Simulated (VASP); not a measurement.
Output of a VASP run:

### OSZICAR
```
...
DAV:  12    -0.770706673010E+02    0.13778E-06   -0.25696E-07  1564   0.568E-03    0.147E-04
DAV:  13    -0.770706670961E+02    0.20494E-06   -0.37281E-08  1088   0.218E-03    0.110E-04
DAV:  14    -0.770706670239E+02    0.72154E-07   -0.12592E-08  1044   0.124E-03
   2 F= -.77070667E+02 E0= -.77070667E+02  d E =-.147471E-01
       N       E                     dE             d eps       ncg     rms          rms(c)
DAV:   1    -0.770742851353E+02   -0.36180E-02   -0.73918E-01  1700   0.718E+00    0.415E-01
DAV:   2    -0.770725799419E+02    0.17052E-02   -0.27617E-02  1780   0.133E+00    0.262E-01
DAV:   3    -0.770717015483E+02    0.87839E-03   -0.40751E-03  1928   0.660E-01    0.997E-02
DAV:   4    -0.770713890560E+02    0.31249E-03   -0.12674E-03  1904   0.379E-01    0.214E-02
DAV:   5    -0.770713913289E+02   -0.22729E-05   -0.25047E-04  1832   0.159E-01    0.150E-02
DAV:   6    -0.770714303529E+02   -0.39024E-04   -0.25721E-04  1744   0.190E-01    0.123E-02
DAV:   7    -0.770713460389E+02    0.84314E-04   -0.16007E-04  1740   0.150E-01    0.356E-03
DAV:   8    -0.770713241251E+02    0.21914E-04   -0.15796E-05  1880   0.446E-02    0.220E-03
DAV:   9    -0.770713233697E+02    0.75536E-06   -0.23844E-06  1732   0.176E-02    0.140E-03
DAV:  10    -0.770713227889E+02    0.58088E-06   -0.81144E-07  1620   0.947E-03    0.410E-04
DAV:  11    -0.770713229442E+02   -0.15539E-06   -0.14222E-07  1120   0.421E-03    0.185E-04
DAV:  12    -0.770713229546E+02   -0.10321E-07   -0.23001E-08  1024   0.148E-03
   3 F= -.77071323E+02 E0= -.77071323E+02  d E =-.154030E-01
       N       E                     dE             d eps       ncg     rms          rms(c)
DAV:   1    -0.770714172844E+02   -0.94340E-04   -0.17393E-02  1696   0.110E+00    0.636E-02
DAV:   2    -0.770713831622E+02    0.34122E-04   -0.64490E-04  1824   0.205E-01    0.400E-02
DAV:   3    -0.770713734374E+02    0.97248E-05   -0.97763E-05  1880   0.105E-01    0.143E-02
DAV:   4    -0.770713744544E+02   -0.10171E-05   -0.33166E-05  1888   0.627E-02    0.313E-03
DAV:   5    -0.770713763016E+02   -0.18472E-05   -0.70504E-06  1796   0.279E-02    0.227E-03
DAV:   6    -0.770713796688E+02   -0.33672E-05   -0.66616E-06  1740   0.312E-02    0.167E-03
DAV:   7    -0.770713775891E+02    0.20796E-05   -0.37684E-06  1736   0.233E-02    0.511E-04
DAV:   8    -0.770713779127E+02   -0.32358E-06   -0.31172E-07  1596   0.625E-03    0.360E-04
DAV:   9    -0.770713781243E+02   -0.21157E-06   -0.66956E-08  1016   0.316E-03    0.191E-04
DAV:  10    -0.770713780542E+02    0.70096E-07   -0.22443E-08   956   0.159E-03
   4 F= -.77071378E+02 E0= -.77071378E+02  d E =-.154581E-01
       N       E                     dE             d eps       ncg     rms          rms(c)
DAV:   1    -0.770714203747E+02   -0.42250E-04   -0.98158E-03  1728   0.901E-01    0.471E-02
DAV:   2    -0.770714082005E+02    0.12174E-04   -0.37164E-04  1912   0.147E-01    0.282E-02
DAV:   3    -0.770713919048E+02    0.16296E-04   -0.57530E-05  1972   0.790E-02    0.936E-03
DAV:   4    -0.770713836110E+02    0.82938E-05   -0.14004E-05  1904   0.407E-02    0.171E-03
DAV:   5    -0.770713830976E+02    0.51338E-06   -0.19495E-06  1844   0.154E-02    0.126E-03
DAV:   6    -0.770713841371E+02   -0.10396E-05   -0.13664E-06  1772   0.148E-02    0.822E-04
DAV:   7    -0.770713827264E+02    0.14108E-05   -0.79457E-07  1576   0.111E-02    0.297E-04
DAV:   8    -0.770713827526E+02   -0.26250E-07   -0.78633E-08  1080   0.353E-03
   5 F= -.77071383E+02 E0= -.77071383E+02  d E =-.469845E-05
```

File OUTCAR:
```
------------------------ aborting loop because EDIFF is reached ----------------------------------------
  FORCE on cell =-STRESS in cart. coord.  units (eV):
  Direction    XX          YY          ZZ          XY          YZ          ZX
  --------------------------------------------------------------------------------------
  Total       -4.8406247     -4.8406247     -4.8446669      0.0000000      0.0000000      0.0000000
  in kB     -117.1578639   -117.1578639   -117.2556971      0.0000000      0.0000000      0.0000000
  external PRESSURE =    -117.1904750 kB  Pullay stress =       0.0000000 kB
  volume of cell :       66.20
      direct lattice vectors                 reciprocal lattice vectors
     4.707155498  0.000000000  0.000000000     0.212442525  0.000000000  0.000000000
    -0.000000000  4.707155498  0.000000000    -0.000000000  0.212442525  0.000000000
     0.000000000  0.000000000  2.987606969     0.000000000  0.000000000  0.334716049
 POSITION                                       TOTAL-FORCE (eV/Angst)
 -----------------------------------------------------------------------------------
      4.70716      0.00000      2.98761        -0.000000      0.000000     -0.000000
      2.35358      2.35358      1.49380        -0.000000      0.000000     -0.000000
      1.44562      1.44562      0.00000        -0.000442     -0.000442      0.000000
      3.79920      0.90796      1.49380        -0.000442      0.000442     -0.000000
      0.90796      3.79920      1.49380         0.000442     -0.000442      0.000000
      3.26154      3.26154      0.00000         0.000442      0.000442     -0.000000
 -----------------------------------------------------------------------------------
    total drift:                                0.000000      0.000000      0.000000
  FREE ENERGIE OF THE ION-ELECTRON SYSTEM (eV)
  ---------------------------------------------------
  free  energy   TOTEN  =       -77.0713827526 eV

  energy  without entropy=      -77.0713827526  energy(sigma->0) =      -77.07138275

 reached required accuracy - stopping structural energy minimisation
```
(Selected blocks of OUTCAR.)

POSCAR:
```
TiO2
1
    4.6847073230     0.0000000000     0.0000000000
    0.0000000000     4.6847073230     0.0000000000
    0.0000000000     0.0000000000     3.0163075909
Ti O
2 4
Direct
  0.0000000000   1.0000000000   0.0000000000
  0.5000000000   0.5000000000   0.5000000000
  0.3045508288   0.3045508288   1.0000000000
  0.8045508288   0.1954491712   0.5000000000
  0.1954491712   0.8045508288   0.5000000000
  0.6954491712   0.6954491712   0.0000000000
```

**Question.** Reconstruct the remaining input files.

**Answer.** This is not unique; one that fits is the input of the run itself, SCAN meta-GGA, plane waves, VASP's PBE PAW potentials (set 64).

INCAR:
```
# general
SYSTEM  = TiO2
PREC    = Accurate
ENCUT   = 520   # plane-wave cut-off (eV)
LREAL   = .FALSE.   # projection in real space or not
LASPH   = .TRUE.

# electronic loop
EDIFF   = 1E-7   # SCF stop (eV)
NELM    = 100   # most electronic steps
ALGO    = Normal
LMAXMIX = 4   # l cut-off of mixed one-centre charges
LMIXTAU = .TRUE.

# smearing
ISMEAR  = 0
SIGMA   = 0.05

# functional
METAGGA = SCAN

# ions
IBRION  = 2   # conjugate gradients
NSW     = 30   # most ionic steps
ISIF    = 4   # ions and shape, fixed volume
EDIFFG  = -0.01

# output
LWAVE   = .FALSE.
LCHARG  = .FALSE.
```

KPOINTS:
```
K-points
0
Gamma
  5 5 8
```

POTCAR, in this order: Ti_sv O (PBE.64 set). Program: vasp_std.

The compound is TiO2 in the rutile structure. This cell is one point of a volume scan, at 1.06 of the reference volume. Symmetry was kept, so distortions that lower it aren't found.
